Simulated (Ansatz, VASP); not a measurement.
# SiGe in two plane-wave programs, part 2 of 2

Aim: how closely do two programs agree when they are given the same cell, functional and k mesh? The cell is generated by rule, not measured, and may not be a known phase. Of the first pair: The two relaxations start from unlike cells of this crystal (the structure described is Ansatz's start), so only their ends are compared.

VASP 6.6.1 and Ansatz 0.2.0.

So far: The starting structure; VASP: relaxation of cell and atoms, LDA, pair 1; Ansatz: relaxation of cell and atoms, LDA, pair 1; Side by side.

**5. VASP: relaxation of cell and atoms, LDA, pair 2**

Level of this step: LDA; plane waves and PAW (Ge_d, Si); invented cell (VASP).

The relaxed volume is the usual yardstick between codes: in a stiff, nearly cubic crystal its relative difference is about their pressure difference at one cell divided by the bulk modulus. Its start cell is another than that of the pair before, and may be another structure of the material.

The input, INCAR:

```
SYSTEM = SiGe
PREC = Accurate
ENCUT = 500
EDIFF = 1E-07
NELM = 120
ISMEAR = 1
SIGMA = 0.15
LREAL = .FALSE.
ALGO = Normal
GGA = PW92
NBANDS = 15
LORBIT = 11
LWAVE = .FALSE.
LCHARG = .FALSE.
ISIF = 3
IBRION = 2
NSW = 80
EDIFFG = -0.005
LASPH = .TRUE.
GGA_COMPAT = .FALSE.
NELMIN = 4
KPAR = 2
```

The input, POSCAR:

```
SiGe
1.0
    3.1841560000      0.0000000000      0.0000000000
    0.0000000000      3.1841560000      0.0000000000
    0.0000000000      0.0000000000      3.1841560000
Ge Si
1 1
Direct
    0.0000000000      0.0000000000      0.0000000000
    0.5000000000      0.5000000000      0.5000000000
```

The input, KPOINTS:

```
Automatic mesh
0
Gamma
12 12 12
0 0 0
```

Potentials, in the order of the species: Ge_d and Si (LDA family, release 64).

Started as:

```console
$ mpirun -np 2 vasp_std
```

Numbers of over 12 decimals in the logs are rounded to 6 here.

Output:

```text
[banner, memory and clock lines left out]
running    2 mpi-ranks, on    1 nodes
[...]
[... a notice as in an earlier step ...]

 LDA part: xc-table for (Slater(with rela. corr.)+PW92), standard interpolation
 POSCAR, INCAR and KPOINTS ok, starting setup
[...]
entering main loop
       N       E                     dE             d eps       ncg     rms          rms(c)
DAV:   1     0.820170368583E+02    0.82017E+02   -0.89509E+03  2794   0.262E+03
DAV:   2    -0.164983997195E+01   -0.83667E+02   -0.80266E+02  2758   0.453E+02
DAV:   3    -0.101720356803E+02   -0.85222E+01   -0.84523E+01  3136   0.833E+01
DAV:   4    -0.103184460835E+02   -0.14641E+00   -0.14635E+00  3066   0.110E+01
[...]
DAV:   9    -0.102781618106E+02    0.84730E-05   -0.27071E-05  3362   0.723E-02    0.224E-02
DAV:  10    -0.102781611182E+02    0.69237E-06   -0.22374E-06  3136   0.131E-02    0.339E-03
DAV:  11    -0.102781610488E+02    0.69380E-07   -0.13196E-07  2324   0.485E-03
   1 F= -.10278161E+02 E0= -.10278348E+02  d E =-.102782E+02
[...]
DAV:   3    -0.102781528446E+02    0.35309E-04   -0.48866E-05  3214   0.130E-01    0.787E-03
DAV:   4    -0.102781504822E+02    0.23624E-05   -0.23390E-06  3206   0.267E-02    0.352E-03
DAV:   5    -0.102781502882E+02    0.19403E-06   -0.18563E-07  2129   0.693E-03    0.881E-04
DAV:   6    -0.102781502917E+02   -0.34802E-08   -0.22821E-08  1666   0.214E-03
   2 F= -.10278150E+02 E0= -.10278332E+02  d E =0.107571E-04
 trial-energy change:    0.000011  1 .order    0.000001   -0.000013    0.000016
 step:   0.4563(harm=  0.4563)  dis= 0.00000  next Energy=   -10.278164 (dE=-0.301E-05)
[...]
N       E                     dE             d eps       ncg     rms          rms(c)
DAV:   1    -0.102782028392E+02   -0.52551E-04   -0.59938E-04  3234   0.492E-01    0.390E-02
DAV:   2    -0.102781696014E+02    0.33238E-04   -0.41620E-05  3178   0.139E-01    0.196E-02
DAV:   3    -0.102781590708E+02    0.10531E-04   -0.14480E-05  3165   0.708E-02    0.428E-03
DAV:   4    -0.102781583713E+02    0.69943E-06   -0.69354E-07  3199   0.146E-02    0.191E-03
DAV:   5    -0.102781583154E+02    0.55982E-07   -0.53956E-08  1638   0.374E-03
   3 F= -.10278158E+02 E0= -.10278343E+02  d E =0.273345E-05
[...]
reached required accuracy - stopping structural energy minimisation
```

From OUTCAR (step 5):

```text
  Total        0.0088379      0.0088379      0.0088379      0.0000000     -0.0000000      0.0000000
  in kB        0.4388032      0.4388032      0.4388032      0.0000000     -0.0000000      0.0000000
  external PRESSURE =       0.4388032 kB  Pullay stress =       0.0000000 kB

 POSITION                                       TOTAL-FORCE (eV/Angst)
 -----------------------------------------------------------------------------------
      0.00000      0.00000      0.00000         0.000000      0.000000      0.000000
      1.59184      1.59184      1.59184        -0.000000      0.000000      0.000000
 -----------------------------------------------------------------------------------
    total drift:                                0.000000      0.000000      0.000000

  FREE ENERGIE OF THE ION-ELECTRON SYSTEM (eV)
  ---------------------------------------------------
  free  energy   TOTEN  =       -10.2781583154 eV

  energy  without entropy=      -10.2787131430  energy(sigma->0) =      -10.27834326

[... 1 part as in an earlier step ...]

[... 3 further parts left out ...]
[key lines of the parts left out:]
E-fermi :   8.4060
```

**6. Ansatz: relaxation of cell and atoms, LDA, pair 2**

The same cell, functional (in two slightly different forms), mesh and smearing now go to Ansatz, which takes its cutoff from its data sets.

The cell is taken from a series of runs on this material, whose earlier steps may have relaxed, scaled, displaced or heated it; both programs get it as it stands.

The input, input.yaml:

```yaml
crystal:
  lattice:
    - [3.1841562469, 0.0, 0.0]
    - [0.0, 3.1841562469, 0.0]
    - [0.0, 0.0, 3.1841562469]
  atoms:
    - { symbol: Ge, position: [0.0, 0.0, 0.0] }
    - { symbol: Si, position: [0.5, 0.5, 0.5] }
kpoints:
  mp_grid: { grid: [12, 12, 12] }
hamiltonian:
  xc: lda
scf:
  occupations: { method: methfessel_paxton, width: 0.15 }
output:
  forces: true
  stress: true
  eigenvalues: true
relax:
  adjacent_minimum: "off"
  f_tol: 0.001
  max_steps: 60
  cell: { stress_tol: 0.01 }
```

Started as:

```console
$ ansatz run input.yaml --threads 4 --pin off --max-ram 7168MiB --backend cpu --events-out ev --progress --plain --runs-dir out
```

Output:

```text
[...]
Crystal: 2 atoms, lattice volume = 32.284 Å³
Basis set: ecut = 420 eV, 619 PW (Γ)
Bands: 13, of which v1, the nominal top of the filled ones, is band 9 counted from 1 (8 counted from 0)
Symmetry: 48 space group operations
[...]
k-points: 84 of 1728
[...]
k-point 83: bands = [... 5 lower, 5.7351, 7.0223, 8.5436, 8.5436, 8.5436, 8.9320, 8.9320, 8.9320, ... 4 higher]
--- Relaxed structure (2 steps of the walk, 2 accepted, 1 SCFs on fresh bases) ---
[...]
cell:  # Å, volume = 32.2779 Å³
    - [3.183968, 0, 0]
    - [0, 3.183968, 0.0]
    - [0, 0.0, 3.183968]
  atoms:
    - { symbol: Ge, position: [0, 0, 0] }
    - { symbol: Si, position: [0.5, 0.5, 0.5] }
[key lines of the parts left out:]
SCF converged after 6 iterations
Free energy (F): -4823.503424 eV
Fermi energy:    11.058484 eV
P = ⅓ Tr σ = 0.0030 GPa (0.030 kbar)
```

**7. Side by side**

Both answers:

```tsv
quantity	Ansatz	VASP	difference
volume (Å³)	32.28	32.27	+0.03 %
edge a after relaxation, in the typed setting (Å)	3.184	3.184	+0.01 %
```

**8. VASP: relaxation of cell and atoms, LDA, pair 3**

The relaxed volume is the usual yardstick between codes: in a stiff, nearly cubic crystal its relative difference is about their pressure difference at one cell divided by the bulk modulus. Its start cell is another than that of the pair before, and may be another structure of the material.

INCAR is that of step 5.

The input, POSCAR:

```
SiGe
1.0
    3.6324440000      0.0000000000      0.0000000000
    0.0000000000      3.6324440000      0.0000000000
    0.0000000000      0.0000000000      2.5777350000
Ge Si
1 1
Direct
    0.0000000000      0.0000000000      0.0000000000
    0.5000000000      0.5000000000      0.0000000000
```

The input, KPOINTS:

```
Automatic mesh
0
Gamma
10 10 14
0 0 0
```

Started as:

```console
$ mpirun -np 2 vasp_std
```

Output:

```text
[... set-up lines as in an earlier step ...]
 entering main loop
       N       E                     dE             d eps       ncg     rms          rms(c)
DAV:   1     0.868746178469E+02    0.86875E+02   -0.89543E+03  5485   0.258E+03
DAV:   2    -0.923279269949E+00   -0.87798E+02   -0.84407E+02  5439   0.475E+02
DAV:   3    -0.104665542752E+02   -0.95433E+01   -0.94723E+01  6461   0.881E+01
DAV:   4    -0.106457767552E+02   -0.17922E+00   -0.17919E+00  5936   0.125E+01
[...]
DAV:   9    -0.106144634915E+02    0.34586E-05   -0.61320E-05  6580   0.106E-01    0.272E-02
DAV:  10    -0.106144629255E+02    0.56594E-06   -0.32632E-06  6559   0.275E-02    0.550E-03
DAV:  11    -0.106144628301E+02    0.95406E-07   -0.36313E-07  6517   0.889E-03
   1 F= -.10614463E+02 E0= -.10614645E+02  d E =-.106145E+02
[...]
N       E                     dE             d eps       ncg     rms          rms(c)
DAV:   1    -0.106165984887E+02   -0.21356E-02   -0.28081E-02  6525   0.203E+00    0.241E-01
DAV:   2    -0.106151802437E+02    0.14182E-02   -0.16141E-03  6367   0.517E-01    0.135E-01
DAV:   3    -0.106146207859E+02    0.55946E-03   -0.90580E-04  6595   0.380E-01    0.217E-02
DAV:   4    -0.106146156602E+02    0.51257E-05   -0.87068E-05  6167   0.117E-01    0.108E-02
DAV:   5    -0.106146145770E+02    0.10832E-05   -0.25841E-06  7861   0.183E-02    0.342E-03
DAV:   6    -0.106146144836E+02    0.93449E-07   -0.18794E-07  5182   0.371E-03
   2 F= -.10614614E+02 E0= -.10614644E+02  d E =-.151653E-03
 trial-energy change:   -0.000152  1 .order   -0.000150   -0.000336    0.000036
 step:   0.9049(harm=  0.9023)  dis= 0.00000  next Energy=   -10.614616 (dE=-0.153E-03)
[...]
N       E                     dE             d eps       ncg     rms          rms(c)
DAV:   1    -0.106146337309E+02   -0.19154E-04   -0.25295E-04  6525   0.194E-01    0.231E-02
DAV:   2    -0.106146206561E+02    0.13075E-04   -0.14790E-05  6321   0.495E-02    0.130E-02
DAV:   3    -0.106146155118E+02    0.51442E-05   -0.82691E-06  6554   0.367E-02    0.205E-03
DAV:   4    -0.106146154651E+02    0.46743E-07   -0.80431E-07  6160   0.113E-02
   3 F= -.10614615E+02 E0= -.10614660E+02  d E =-.152635E-03
[...]
reached required accuracy - stopping structural energy minimisation
```

Parts of OUTCAR (step 8):

```text
  Total        0.0099207      0.0099207      0.0013103      0.0000000      0.0000000      0.0000000
  in kB        0.4680678      0.4680678      0.0618209      0.0000000      0.0000000      0.0000000
  external PRESSURE =       0.3326522 kB  Pullay stress =       0.0000000 kB

 POSITION                                       TOTAL-FORCE (eV/Angst)
 -----------------------------------------------------------------------------------
      0.00000      0.00000      0.00000         0.000000     -0.000000      0.000000
      1.81704      1.81704     -0.00000         0.000000      0.000000      0.000000
 -----------------------------------------------------------------------------------
    total drift:                               -0.000000     -0.000000     -0.000000

  FREE ENERGIE OF THE ION-ELECTRON SYSTEM (eV)
  ---------------------------------------------------
  free  energy   TOTEN  =       -10.6146154651 eV

  energy  without entropy=      -10.6147475900  energy(sigma->0) =      -10.61465951

[... 1 part as in an earlier step ...]

[... 3 further parts left out ...]
[key lines of the parts left out:]
E-fermi :   7.5568
```

**9. Ansatz: relaxation of cell and atoms, LDA, pair 3**

The same cell, functional (in two slightly different forms), mesh and smearing now go to Ansatz, which takes its cutoff from its data sets.

The cell is taken from a series of runs on this material, whose earlier steps may have relaxed, scaled, displaced or heated it; both programs get it as it stands.

input.yaml, the sections that differ from step 6:

```yaml
crystal:
  lattice:
    - [3.6324437656, 0.0, 0.0]
    - [0.0, 3.6324437656, 0.0]
    - [0.0, 0.0, 2.5777345416]
  atoms:
    - { symbol: Ge, position: [0.0, 0.0, 0.0] }
    - { symbol: Si, position: [0.5, 0.5, 0.0] }
kpoints:
  mp_grid: { grid: [10, 10, 14] }
# hamiltonian, scf, output, relax: as in step 6
```

Started as:

```console
$ ansatz run input.yaml --threads 4 --pin off --max-ram 7168MiB --backend cpu --events-out ev --progress --plain --runs-dir out
```

Output:

```text
[...]
Crystal: 2 atoms, lattice volume = 34.012 Å³
Basis set: ecut = 420 eV, 673 PW (Γ)
Bands: 13, of which v1, the nominal top of the filled ones, is band 9 counted from 1 (8 counted from 0)
Symmetry: 16 space group operations
[...]
k-points: 168 of 1400
[...]
k-point 2: bands = [... 5 lower, -2.9720, 6.2890, 7.5882, 7.5882, 12.7323, 12.9552, 17.8115, 17.8115]
  k-point 167: bands = [... 5 lower, 5.1408, 6.5478, 7.1698, 7.1765, 7.1765, 7.1934, 12.2954, 12.2954]
--- Relaxed structure (4 steps of the walk, 4 accepted, 1 SCFs on fresh bases) ---
[...]
cell:  # Å, volume = 33.9619 Å³
    - [3.634581, 0, 0]
    - [0, 3.634581, 0]
    - [0, 0, 2.570888]
  atoms:
    - { symbol: Ge, position: [0, 0, 0] }
    - { symbol: Si, position: [0.5, 0.5, 0] }
[key lines of the parts left out:]
SCF converged after 4 iterations
Free energy (F): -4823.836488 eV
Fermi energy:    10.071844 eV
P = ⅓ Tr σ = 0.0033 GPa (0.033 kbar)
```

**10. Comparison**

Compared:

```tsv
quantity	Ansatz	VASP	difference
volume (Å³)	33.96	33.96	+0.01 %
edge a after relaxation, in the typed setting (Å)	3.635	3.634	+0.01 %
edge c after relaxation, in the typed setting (Å)	2.571	2.571	-0.02 %
```

**11. Results**

| Item | Value |
| --- | --- |
| difference in volume (relaxation of cell and atoms, LDA, pair 1) | -0.37 % |
| difference in volume (relaxation of cell and atoms, LDA, pair 2) | 0.027 % |
| difference in edge c after relaxation, in the typed setting (relaxation of cell and atoms, LDA, pair 3) | -0.016 % |

In words: The difference in volume is -0.37 % (relaxation of cell and atoms, LDA, pair 1), within the 1.2 % picked in this series as the mark of a large difference, as far as the stopping tolerances let one tell. VASP runs on this material, other cells of it included, that failed, so that no pair exists: relaxation of cell and atoms, LDA (not converged). 3 further runs of this series are not shown here. How closely two codes agree says nothing of how well the functional describes the real material.

[Lines on the potential files, build, host, timing and source positions are cut from VASP's logs without a mark.]

[Logs are printed without paths, hosts, clocks, repeated set-up lines and the standing remarks that a program may print on its own settings, such as how far it seeks lower states.]

[Hosts, paths, dates, database ids (printed as entryN), source tags and the programs' standing remarks are cut or masked in the printed files.]
